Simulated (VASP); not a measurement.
Here is the system:

```
HgNaF3
1.0
    4.12704     0.00000     0.00000
    0.00000     4.12704     0.00000
    0.00000     0.00000     4.12704
Na Hg F
1 1 3
Direct
  0.00000   0.00000   0.00000
  0.50000   0.50000   0.50000
  0.00000   0.50000   0.50000
  0.50000   0.50000   0.00000
  0.50000   0.00000   0.50000
```

Method: PBE GGA, VASP's PBE PAW potentials (set 64) (plane waves; VASP). Run with 520 eV cut-off, 4×4×4 Γ-centred mesh, Gaussian smearing of 0.050 eV, potentials Na_pv Hg F.

Unless said otherwise, spin-orbit coupling is left out, though it shifts the bands of the heavy elements here.

Question: What does the run give for the energy per atom (σ→0), pressure, band gap (on the k-mesh) with the smallest direct gap where there is one?

Answer: 
```
Quantity                                                     Value
------------------------  ----------------------------------------
band gap (on the k-mesh)  none (metal, semimetal or under 0.01 eV)
energy per atom (σ→0)                               -2.731 eV/atom
pressure                                                 33.50 GPa
```

The absolute energy has meaning only against runs of the same code, potentials and settings.

The structure was generated: NaHgF3 was put into the cubic-perovskite type (Pm-3m), which need not be its known phase. The cell was not relaxed at this level. The k-mesh is coarse (spacing up to 0.38 per Å, 2π included), so the numbers may not be converged in it.
